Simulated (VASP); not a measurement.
Set up this calculation in VASP 6.6.1, as the native input.

```
Task                   : relaxation of cell and atoms
Functional             : PBE
Potentials or basis    : VASP PAW PBE potentials, release 64 (Sn_d, Ge_d)
Cutoff                 : 520 eV
k mesh                 : 5 × 5 × 5
Occupations            : gaussian, width 0.15 eV
Spin                   : no spin polarisation
Further INCAR settings : PREC = Normal; ALGO = Fast; EDIFF = 0.0001; IBRION = 2; EDIFFG = -0.08; NSW = 24; ISIF = 3
```

The structure of Sn2Ge lies in POSCAR:

```
Sn2Ge
1.0
    0.0000000000      3.3000000000      3.3000000000
    3.3000000000      0.0000000000      3.3000000000
    3.3000000000      3.3000000000      0.0000000000
Sn Ge
2 1
Direct
    0.2500000000      0.2500000000      0.2500000000
    0.7500000000      0.7500000000      0.7500000000
    0.0000000000      0.0000000000      0.0000000000
```

The cell was built by a generator and needn't be a form met in nature.

These files were run (other wordings do the same):

INCAR

```
SYSTEM = Sn2Ge
PREC     = Normal         ! precision mode
ENCUT    = 520            ! plane-wave cutoff, eV
EDIFF    = 1E-4           ! SCF threshold, eV
ISMEAR   = 0              ! smearing method
SIGMA    = 0.15           ! smearing width, eV
LREAL    = .FALSE.        ! projectors in reciprocal space
LASPH    = .TRUE.         ! aspherical terms in the spheres
NELM     = 60             ! most SCF steps
ALGO     = Fast           ! electronic algorithm
ISIF     = 3              ! what is computed and relaxed
LWAVE    = .FALSE.        ! write WAVECAR
LCHARG   = .FALSE.        ! write CHGCAR
GGA      = PE             ! functional
IBRION   = 2              ! ionic algorithm
NSW      = 24             ! ionic steps
EDIFFG   = -0.08          ! ionic threshold
```

KPOINTS

```
regular mesh
0
G
  5 5 5
  0 0 0
```

Potentials or basis: VASP PAW PBE potentials, release 64 (Sn_d, Ge_d).

The run is started by

```bash
$ cat potpaw_PBE.64/Sn_d/POTCAR potpaw_PBE.64/Ge_d/POTCAR > POTCAR
$ mpirun -np 1 vasp_std > vasp.out
```

It gave:

```
Relaxed volume                         : 29.03 Å³/atom
Relaxed cell                           : a = 4.975 Å, b = 4.975 Å, c = 4.975 Å, α = 60.00°, β = 60.00°, γ = 60.00°
Space group after relaxing (to 0.05 Å) : Fm-3m (No. 225)
Energy gained by relaxing              : 161.0 meV/atom
Ionic steps                            : 3
Pressure after relaxing                : 0.3 GPa
Band gap on the k mesh                 : none (metal or under the smearing width)
```

Caveat: the volume moved by over 15 % at a fixed basis, so the end points are rough.

It took 36 s on 1 thread of AMD EPYC 7R13 Processor (Zen 3), on a shared host, peak memory 0.13 GiB.
